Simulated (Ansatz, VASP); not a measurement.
# Cross-check of NbB3 between VASP and Ansatz

Wanted: the spread between two codes on one cell, functional and k mesh. The cell is generated by rule, not measured, and may not be a known phase. The cell is taken from a series of runs on this material, whose earlier steps may have relaxed, scaled, displaced or heated it; both programs get it as it stands.

Program: Ansatz 0.2.0. Level of theory: plane waves, with VASP 6.6.1 beside it; relaxation of cell and atoms at PBE with D3(BJ). Results are calculated unless marked as measured.

### 1. Starting point

Symmetry: I4mm, No. 107, tetragonal system. Conventional cell: a = 3.012 Å, b = 3.012 Å, c = 7.619 Å, α = 90.00°, β = 90.00°, γ = 90.00°. Nearest to Nb lie 13 B at 2.36 to 2.73 Å. Nearest to B lie 4 B at 1.76 Å and 5 Nb at 2.39 to 2.73 Å. Nearest to B lie 6 B at 1.76 to 2.13 Å and 4 Nb at 2.36 to 2.49 Å. Farther neighbours are not listed.

As a file:

```xyz
4
Lattice="-1.5061 1.5061 3.8096 1.5061 -1.5061 3.8096 1.5061 1.5061 -3.8096" Properties=species:S:1:pos:R:3 pbc="T T T"
Nb    0.0000    0.0000    7.4088
B     0.0000    0.0000    4.6753
B     0.0000    1.5061    1.7770
B     1.5061    0.0000    1.7770
```

### 2. VASP: relaxation of cell and atoms, PBE with D3(BJ), pair 1

The relaxed volume is the usual yardstick between codes: in a stiff, nearly cubic crystal its relative difference is about their pressure difference at one cell divided by the bulk modulus.

Lines of VASP's logs that name or quote its potential files are left out, and so is its time.

The input, INCAR:

```
SYSTEM = NbB3
PREC = Accurate
ENCUT = 500
EDIFF = 1E-07
NELM = 120
ISMEAR = 1
SIGMA = 0.2
LREAL = .FALSE.
ALGO = Normal
GGA = PE
IVDW = 12
NBANDS = 17
LASPH = .TRUE.
LORBIT = 11
LWAVE = .FALSE.
LCHARG = .FALSE.
ISIF = 3
IBRION = 2
NSW = 80
EDIFFG = -0.005
GGA_COMPAT = .FALSE.
NELMIN = 4
KPAR = 2
```

The input, POSCAR:

```
NbB3
1.0
   -1.5061430000      1.5061430000      3.8096160000
    1.5061430000     -1.5061430000      3.8096160000
    1.5061430000      1.5061430000     -3.8096160000
Nb B
1 3
Direct
    0.9723751685      0.9723751685      0.0000000000
    0.6136210316      0.6136210316      0.0000000000
    0.7332296746      0.2332296746      0.5000000000
    0.2332296746      0.7332296746      0.5000000000
```

The input, KPOINTS:

```
Automatic mesh
0
Gamma
20 20 20
0 0 0
```

PAW data sets: Nb_sv and B (PBE family, release 64).

Command:

```bash
mpirun -np 2 vasp_std
```

Numbers of over 12 decimals in the logs are rounded to 6 here.

Log:

```text
[banner, memory and clock lines left out]
running    2 mpi-ranks, on    1 nodes
 distrk:  each k-point on    1 cores,    2 groups
 distr:  one band on    1 cores,    1 groups

 POSCAR found type information on POSCAR NbB
 POSCAR found :  2 types and       4 ions
 LDA part: xc-table for (Slater+PW92), standard interpolation
 POSCAR, INCAR and KPOINTS ok, starting setup
 FFT: planning ... GRIDC
 FFT: planning ... GRID_SOFT
 FFT: planning ... GRID
 WAVECAR not read
 entering main loop
       N       E                     dE             d eps       ncg     rms          rms(c)
DAV:   1     0.143893548672E+03    0.14389E+03   -0.11264E+04 21794   0.125E+03
DAV:   2    -0.255725364215E+02   -0.16947E+03   -0.16588E+03 27060   0.406E+02
DAV:   3    -0.336952911702E+02   -0.81228E+01   -0.80292E+01 41916   0.692E+01
DAV:   4    -0.338048439880E+02   -0.10955E+00   -0.10932E+00 26376   0.754E+00
DAV:   5    -0.338090703735E+02   -0.42264E-02   -0.42228E-02 38303   0.138E+00    0.121E+01
DAV:   6    -0.308818221115E+02    0.29272E+01   -0.20348E+01 35851   0.279E+01    0.357E+00
DAV:   7    -0.307956336565E+02    0.86188E-01   -0.14350E+00 32785   0.921E+00    0.262E+00
DAV:   8    -0.307913690920E+02    0.42646E-02   -0.66735E-02 31577   0.196E+00    0.852E-01
DAV:   9    -0.307921697413E+02   -0.80065E-03   -0.10353E-02 37036   0.787E-01    0.134E-01
DAV:  10    -0.307922161202E+02   -0.46379E-04   -0.33208E-04 28781   0.142E-01    0.102E-01
DAV:  11    -0.307922260684E+02   -0.99481E-05   -0.12814E-04 29740   0.129E-01    0.163E-02
DAV:  12    -0.307922276032E+02   -0.15349E-05   -0.58417E-06 35440   0.190E-02    0.673E-03
DAV:  13    -0.307922278795E+02   -0.27626E-06   -0.60985E-07 30191   0.916E-03    0.104E-03
DAV:  14    -0.307922279187E+02   -0.39225E-07   -0.10059E-07 16547   0.302E-03
   1 F= -.32354463E+02 E0= -.32354304E+02  d E =-.323545E+02
[...]
2 F= -.32354470E+02 E0= -.32354304E+02  d E =-.756984E-05
[...]
3 F= -.32354505E+02 E0= -.32354342E+02  d E =-.425499E-04
[...]
4 F= -.32354506E+02 E0= -.32354343E+02  d E =-.426574E-04
 curvature:  -0.26 expect dE=-0.307E-05 dE for cont linesearch -0.215E-08
 trial: gam= 0.08376 g(F)=  0.862E-05 g(S)=  0.340E-05 ort =-0.115E-05 (trialstep = 0.902E+00)
 search vector abs. value=  0.129E-04
 bond charge predicted
       N       E                     dE             d eps       ncg     rms          rms(c)
DAV:   1    -0.307905841083E+02   -0.10235E-03   -0.56274E-04 21871   0.223E-01    0.118E-02
DAV:   2    -0.307905822518E+02    0.18565E-05   -0.38170E-05 31913   0.552E-02    0.625E-03
DAV:   3    -0.307905815552E+02    0.69653E-06   -0.21063E-06 29398   0.125E-02    0.326E-03
DAV:   4    -0.307905812715E+02    0.28372E-06   -0.48348E-07 29077   0.615E-03    0.757E-04
DAV:   5    -0.307905812291E+02    0.42445E-07   -0.36526E-08 12128   0.179E-03
   5 F= -.32354512E+02 E0= -.32354345E+02  d E =-.652464E-05
 trial-energy change:   -0.000007  1 .order   -0.000007   -0.000011   -0.000003
 step:   1.1838(harm=  1.1838)  dis= 0.00024  next Energy=   -32.354513 (dE=-0.706E-05)
 reached required accuracy - stopping structural energy minimisation
```

From OUTCAR (step 2):

```text
ion  position               nearest neighbor table
   1  0.972  0.972  0.000-   3 2.36   4 2.36   3 2.36   4 2.36   2 2.39   2 2.39   2 2.39   2 2.39
                             3 2.49   4 2.49   4 2.49   3 2.49
   2  0.614  0.614  0.000-   4 1.76   3 1.76   3 1.76   4 1.76   1 2.39   1 2.39   1 2.39   1 2.39

  LATTYP: Found a body centered tetragonal cell.
 ALAT       =     3.0122860000
 C/A-ratio  =     2.5293853240

 Subroutine GETGRP returns: Found  8 space group operations
 (whereof  8 operations were pure point group operations)

The static configuration has the point symmetry C_4v.

 Found    641 irreducible k-points:

   k-points           NKPTS =    641   k-points in BZ     NKDIM =    641   number of bands    NBANDS=     17

   dimension x,y,z NGX =    32 NGY =   32 NGZ =   32
   dimension x,y,z NGXF=    64 NGYF=   64 NGZF=   64

   ENCUT  =  500.0 eV  36.75 Ry    6.06 a.u.   7.96  7.96  7.96*2*pi/ulx,y,z

   NELECT =      22.0000    total number of electrons

 k-points in reciprocal lattice and weights: Automatic mesh
   0.00000000  0.00000000  0.00000000       0.000
   0.05000000  0.00000000  0.00000000       0.001
   0.10000000  0.00000000 -0.00000000       0.001
   0.15000000 -0.00000000  0.00000000       0.001
   0.20000000  0.00000000 -0.00000000       0.001
   0.25000000 -0.00000000  0.00000000       0.001
   0.30000000 -0.00000000  0.00000000       0.001
   0.35000000  0.00000000  0.00000000       0.001
   0.40000000  0.00000000 -0.00000000       0.001
[...]
-0.45000000 -0.45000000  0.45000000       0.000
   0.50000000  0.50000000  0.50000000       0.000

 Edisp (eV)   -1.56402

 average (electrostatic) potential at core
       1 -77.5413       2 -22.1729       3 -22.5410       4 -22.5410

 E-fermi :  11.4686

 k-point     1 :       0.0000    0.0000    0.0000
  band No.  band energies     occupation
    ...
      6       5.1196      2.00000
      7       5.2542      2.00000
      8       5.2542      2.00000
      9       6.7909      2.00000
     10       7.2053      2.00000
     11      12.2537     -0.00000
     12      13.7717     -0.00000
     13      14.7116     -0.00000
     14      14.9755     -0.00000
     15      14.9755     -0.00000
    ...

 k-point     2 :       0.0500    0.0000    0.0000
  band No.  band energies     occupation
    ...
      6       4.9989      2.00000
      7       5.1702      2.00000
      8       5.2900      2.00000
      9       6.8959      2.00000
     10       7.2525      2.00000
     11      12.3726     -0.00000
     12      13.4737     -0.00000
     13      14.4873     -0.00000
     14      15.0027     -0.00000
     15      15.1038     -0.00000
    ...

 k-point     3 :       0.1000    0.0000   -0.0000
  band No.  band energies     occupation
    ...
      6       4.5125      2.00000
      7       5.1797      2.00000
      8       5.3962      2.00000
      9       7.0984      2.00000
     10       7.3841      2.00000
     11      12.6349     -0.00000
     12      12.8963     -0.00000
     13      14.1690     -0.00000
     14      14.9258     -0.00000
     15      15.1912     -0.00000
    ...

 Edisp (eV)   -1.56393

  Total       0.00228     0.00228     0.00029     0.00000     0.00000     0.00000
  in kB       0.10556     0.10556     0.01347     0.00000     0.00000     0.00000
  external pressure =        0.07 kB  Pullay stress =        0.00 kB

  energy-cutoff  :      500.00
  volume of cell :       34.53
      direct lattice vectors                 reciprocal lattice vectors
    -1.505802160  1.505802160  3.807238371     0.000000000  0.332048933  0.131328788
     1.505802160 -1.505802160  3.807238371     0.332048933  0.000000000  0.131328788
     1.505802160  1.505802160 -3.807238371     0.332048933  0.332048933  0.000000000

 POSITION                                       TOTAL-FORCE (eV/Angst)
 -----------------------------------------------------------------------------------
      0.00000      0.00000      7.40444        -0.000000     -0.000000      0.002203
      0.00000      0.00000      4.67152        -0.000000     -0.000000     -0.003004
      0.00000      1.50580      1.77621         0.000000      0.000000      0.000401
      1.50580      0.00000      1.77621         0.000000      0.000000      0.000401
 -----------------------------------------------------------------------------------
    total drift:                                0.000000      0.000000     -0.000034

  FREE ENERGIE OF THE ION-ELECTRON SYSTEM (eV)
  ---------------------------------------------------
  free  energy   TOTEN  =       -32.3545120832 eV

  energy  without entropy=      -32.3540106562  energy(sigma->0) =      -32.35434494

 reached required accuracy - stopping structural energy minimisation

 total charge
# of ion       s       p       d       tot
------------------------------------------
    1        2.165   6.067   2.604  10.836
    2        0.693   1.353   0.000   2.046
    3        0.661   1.198   0.000   1.859
    4        0.661   1.198   0.000   1.859
--------------------------------------------------
tot          4.180   9.815   2.604  16.600

[... 3 further parts left out ...]
```

CONTCAR:

```
NbB3
   1.00000000000000
    -1.5058021600058826    1.5058021600058826    3.8072383710996389
     1.5058021600058826   -1.5058021600058826    3.8072383710996389
     1.5058021600058826    1.5058021600058826   -3.8072383710996389
  Nb              B
     1     3
Direct
     0.9724156412749750    0.9724156412749750    0.0000000000000000
     0.6135045165832693    0.6135045165832693    0.0000000000000000
     0.7332676957208739    0.2332676957208740    0.5000000000000000
     0.2332676957208740    0.7332676957208739    0.5000000000000000
```

Dispersion corrections of this kind ignore metallic screening and tend to overbind metals.

### 3. Ansatz: relaxation of cell and atoms, PBE with D3(BJ), pair 1

Ansatz runs on its default PAW (the set named soft_2) files.

The same cell, functional, mesh and smearing now go to Ansatz, which takes its cutoff from its data sets.

The input, input.yaml:

```yaml
crystal:
  lattice:
    - [-1.506143427, 1.506143427, 3.8096156125]
    - [1.506143427, -1.506143427, 3.8096156125]
    - [1.506143427, 1.506143427, -3.8096156125]
  atoms:
    - { symbol: Nb, position: [0.9723753313, 0.9723753313, 0.0] }
    - { symbol: B, position: [0.6136210315, 0.6136210315, 0.0] }
    - { symbol: B, position: [0.7332297022, 0.2332297022, 0.5] }
    - { symbol: B, position: [0.2332297022, 0.7332297022, 0.5] }
kpoints:
  mp_grid: { grid: [20, 20, 20] }
hamiltonian:
  xc: pbe
  dispersion: d3bj
scf:
  occupations: { method: methfessel_paxton, width: 0.2 }
output:
  forces: true
  stress: true
  eigenvalues: true
relax:
  adjacent_minimum: "off"
  f_tol: 0.001
  max_steps: 60
  cell: { stress_tol: 0.01 }
```

Command:

```bash
ansatz run input.yaml --threads 8 --pin off --max-ram 14336MiB --backend cpu --events-out ev --progress --plain --runs-dir out
```

Log:

```text
basis.fft_grid_basis auto: the FFT boxes are laid along the combinations [[1, 0, 1], [0, 1, 1], [0, 0, 1]] of the cell's own vectors, 3.012, 3.012 and 4.365 Å long. The dense box has 24×24×30 points. Along the cell's own vectors, as sized, it would have 30×30×30, 1.56 times as many. Of the 8 symmetry operations that the crystal satisfies within crystal.symmetry.tolerance (time reversal apart; of a slab, those that ke [...]
Engine: ansatz 0.2.0, x86_64-unknown-linux-gnu
Pseudopotentials: kind: paw
Pseudopotential: Nb, paw, valence charge 13, recommended cutoff 420 eV (normal), Nb.paw.azcp
Pseudopotential: B, paw, valence charge 3, recommended cutoff 420 eV (normal), B.paw.azcp
Functional definition: PBE
  parameter kappa = 0.804
  parameter beta = 0.066725
  exchange = pbe_x(kappa = kappa, mu = beta*pi^2/3)
  correlation = pbe_c(beta = beta)
Crystal: 4 atoms, lattice volume = 34.568 Å³
Basis set: ecut = 420 eV, 657 PW (Γ), FFT grids on a1+a3, a2+a3, a3, exchange–correlation on 48×48×60 points (8 copies of the dense FFT grid, shifted against one another)
Bands: 15, of which v1, the nominal top of the filled ones, is band 11 counted from 1 (10 counted from 0)
Symmetry: 8 space group operations
Space group: I4mm (ITA 107), of the structure as read, at distance tolerance 3.3e-5 Å
k-points: 641 of 8000 (time reversal used)
Non-local potential: Nb, projectors of the file, l = 0: 3, l = 1: 2, l = 2: 2, l = 3: 1
Non-local potential: B, projectors of the file, l = 0: 2, l = 1: 2, l = 2: 1
PAW form: soft (Blöchl's): semilocal exchange-correlation on the pseudo side does not see the compensation charge
PAW one-centre angular grid: Nb, 590 points (default); XC on 64 Gauss nodes
PAW one-centre angular grid: B, 110 points (default); XC on 64 Gauss nodes
Initial density: superposition of atomic densities (neutral atoms: chi_scale 0, normalization atom), corrected by the library's trained network
Initial wavefunctions: pseudopotential atomic-orbital guess
Functional: x = pbe(κ = 0.804, μ = 0.219515), c = pbe(β = 0.066725)
SCF iter   1: F=—  HF=-5022.051426 eV  |F-HF|=—  |Δ(HF+E_count)|=         —  Δρ=9.78e-3  dr2=5.38e-2  ethr=1.77e-3  ⟨swp⟩=5.0  Hψ=49536  notcnv=0
preconditioner: auto → Kerker (q_TF=auto, 2.530 Å⁻¹)  [metal: Δε(μ)=0.004 eV  Ē_g=9.085 eV  σ=0.200 eV  W_gap=0.02  n_scr=10 (ndim 8)  ℏωp=23.6 eV  f_vac=0.000  D(μ)=0.93/eV (n_scr^D=2)]
SCF iter   2: F=—  HF=-5022.041499 eV  |F-HF|=—  |Δ(HF+E_count)|=   9.93e-3  S|Δr|=    0.00e0  Δρ=4.33e-3  dr2=7.20e-3  ethr=2.45e-4  ⟨swp⟩=1.0  Hψ=14743  notcnv=0
SCF iter   3: F=—  HF=-5022.040091 eV  |F-HF|=—  |Δ(HF+E_count)|=   1.41e-3  S|Δr|=    0.00e0  Δρ=1.50e-3  dr2=8.22e-4  ethr=3.27e-5  ⟨swp⟩=2.2  Hψ=13713  notcnv=0
SCF iter   4: F=—  HF=-5022.039888 eV  |F-HF|=—  |Δ(HF+E_count)|=   2.02e-4  S|Δr|=    0.00e0  Δρ=2.08e-4  dr2=1.84e-5  ethr=3.74e-6  ⟨swp⟩=2.0  Hψ=13574  notcnv=0
SCF iter   5: F=—  HF=-5022.039887 eV  |F-HF|=—  |Δ(HF+E_count)|=   1.11e-6  S|Δr|=    0.00e0  Δρ=4.43e-5  dr2=7.12e-7  ethr=8.35e-8  ⟨swp⟩=2.5  Hψ=13445  notcnv=0
SCF iter   6: F=-5022.039887 eV  HF=-5022.039887 eV  |F-HF|=1.08e-8  |Δ(HF+E_count)|=   2.33e-8  S|Δr|=    0.00e0  Δρ=8.50e-6  dr2=2.88e-8  ethr=4.55e-10  ⟨swp⟩=5.5  Hψ=43759  notcnv=0
SCF 1 converged in 6 iterations: F = -5022.039887 eV  dr2 = 2.88e-8
  greatest PAW one-centre occupation: 0.998 electrons in one spin orbital (limit 2), on the Nb atom at site 0 (counted from 0), in its partial waves of l = 0
relax step   1: F+E_penalty+E_count = -5022.03988712 eV  Δ(F+E_penalty+E_count) = +0.000e0 eV  max|allowed force component| = 3.282e-4 eV/Å  Δτ_max = 0.0000 Å  P = -0.008 GPa  Ω = 34.568 Å³  (6 SCF iters, dr2 threshold 1.00e-7 eV, accepted)
[...]
relax step   2: F+E_penalty+E_count = -5022.03988837 eV  Δ(F+E_penalty+E_count) = -1.251e-6 eV  max|allowed force component| = 2.398e-4 eV/Å  Δτ_max = 0.0000 Å  P = -0.002 GPa  Ω = 34.567 Å³  energy of the carried Pulay correction = +1.169e-6 eV  (4 SCF iters, dr2 threshold 3.90e-10 eV, accepted)
[...]
relax step   3: F+E_penalty+E_count = -5022.03988650 eV  Δ(F+E_penalty+E_count) = +1.874e-6 eV  max|allowed force component| = 2.438e-4 eV/Å  Δτ_max = 0.0000 Å  P = -0.002 GPa  Ω = 34.567 Å³  stress off target by 3.38e-3 GPa  SCF on the basis re-selected at this cell (its energy is not comparable with the rows above)  (4 SCF iters)
basis re-selected at this cell: Δ(F+E_penalty+E_count) = +1.874e-6 eV, ΔP = -0.000 GPa vs the last step (what re-selecting the basis moved, of the pressure what is left beyond the Pulay correction that the steps carried, after the strain that the cell walked since its last selection, with what the two solves' SCF thresholds leave and, on support functions, any second-order correction that the steps lacked; it is no m [...]
SCF converged after 4 iterations
Stability not checked: this state was not tested for a lower state beside it, because cold or Methfessel-Paxton smearing, or corrected tetrahedra, fill the levels in a way that the test cannot read (fill_not_monotonic; see scf.lower_state_search)
Free energy (F): -5022.039886 eV
Harris-Foulkes:  -5022.039886 eV  (|F-HF|=0.00e0)
Internal energy: -5022.039414 eV  (E = F + TS)
E sigma→0 (E₀):  -5022.039768 eV
Entropy (-TS):   -0.000472 eV (-0.118 meV/atom)
Fermi energy:    16.872162 eV
--- Per-component energies (eV) ---
  E_band       = -17.463919
  E_kinetic    = 547.375234
  E_local      = -794.437655  (includes V_loc(G=0)·N_el)
  E_nonlocal   = 152.390912
  E_hartree    = 262.081079
  E_xc         = -275.115740
  E_vxc        = -331.758876  (∫ρ·V_xc dr)
  E_paw        = -3308.935171  (= ΣΔE_a)
  E_vpaw       = -115.195688  (= ΣTr[D̂ρ^β])
  E_aug_tail   = 0.000001  (compensation charges beyond the density's cutoff)
  E_ewald      = -1603.835434
  E_disp       = -1.562640  (pairwise vdW)
  E_smearing   = -0.000472  (= −TS)
  E_closure    = 0.000000  (closes the sum)
  Σ components = -5022.039886   (vs F -5022.039886, Δ=0.00e0)
--- Forces (eV/Å), atoms counted from 1 ---
  atom   1  Nb     0.00000000     0.00000000     0.00024379
  atom   2  B      0.00000000    -0.00000000     0.00002587
  atom   3  B      0.00000000    -0.00000000    -0.00013485
  atom   4  B     -0.00000000     0.00000000    -0.00013485
  max |Σ_I F_I| component: 3.24e-8 eV/Å
--- Stress (GPa, compression-positive) ---
       -0.003383       0.000000      -0.000000
        0.000000      -0.003383      -0.000000
        0.000000       0.000000       0.000369
  P = ⅓ Tr σ = -0.0021 GPa (-0.021 kbar)
--- Band table (eV; the first three rows and the last of 641) ---
  k-point 0: bands = [... 7 lower, 10.6615, 12.2010, 12.6146, 17.6475, 19.1758, 20.1098, 20.3732, 20.3732]
  k-point 1: bands = [... 7 lower, 10.6528, 12.3426, 12.7043, 17.8801, 18.6168, 19.8091, 20.3814, 20.7765]
  k-point 2: bands = [... 7 lower, 10.8375, 12.6075, 12.9116, 17.5493, 18.5292, 19.4909, 20.3932, 21.2501]
  k-point 640: bands = [... 7 lower, 11.7231, 12.4065, 14.1841, 16.7970, 16.7970, 19.1031, 19.2163, 19.2886]
--- Relaxed structure (2 steps of the walk, 2 accepted, 1 SCFs on fresh bases) ---
  F+E_penalty+E_count = -5022.03988650 eV   max|allowed force component| = 2.438e-4 eV/Å   (the final SCF, on the basis selected at the relaxed cell)
  cell:  # Å, volume = 34.5671 Å³
    - [-1.506113, 1.506113, 3.809677]
    - [1.506113, -1.506113, 3.809677]
    - [1.506113, 1.506113, -3.809677]
  atoms:
    - { symbol: Nb, position: [0.972376, 0.972376, 0] }
    - { symbol: B, position: [0.613621, 0.613621, 0] }
    - { symbol: B, position: [0.733230, 0.233230, 0.500000] }
    - { symbol: B, position: [0.233230, 0.733230, 0.500000] }
```

In the SCF lines HF is the Harris–Foulkes energy and dr2 the Hartree energy of the density residual, in eV; the loop may stop once dr2 is under the threshold and the program's other checks hold. Hψ counts applications of the Hamiltonian.

### 4. Differences

Known differences besides the potentials themselves: the cutoff is 420 eV in Ansatz and 500 eV in VASP; Ansatz adds a Pulay correction to the stress that steers its cell, VASP none. Total energies have different zeros and are not compared.

Compared:

| quantity | Ansatz | VASP | difference |
| --- | --- | --- | --- |
| volume (Å³) | 34.57 | 34.53 | +0.11 % |
| edge a after relaxation, in the typed setting (Å) | 4.365 | 4.362 | +0.06 % |

(Continued in part 2 of 2.)

[Lines on the potential files, build, host, timing and source positions are cut from VASP's logs without a mark.]

[Logs are printed without paths, hosts, clocks, repeated set-up lines and the standing remarks that a program may print on its own settings, such as how far it seeks lower states.]

[Hosts, paths, dates, database ids (printed as entryN), source tags and the programs' standing remarks are cut or masked in the printed files.]
